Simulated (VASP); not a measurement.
Shape and ions are relaxed at each volume.

Energy against volume of CrO₂ (rutile). All values below come from PBE GGA with D3 dispersion (zero damping), VASP's PBE PAW potentials (set 64) (plane waves; VASP).

```
V (Å³/atom)  E (eV/atom)
-----------  -----------
8.964           -8.52817
9.250           -8.55072
9.536           -8.55806
9.822           -8.55265
10.108          -8.53665
```

Question: Fit a third-order Birch-Murnaghan equation of state.

Answer: 
```json
{
  "volume_per_atom": "9.55 Å³/atom",
  "bulk_modulus": "235 GPa",
  "pressure_derivative_of_the_bulk_modulus": "5.00"
}
```

The compound is CrO2 in the rutile structure. It was relaxed first.
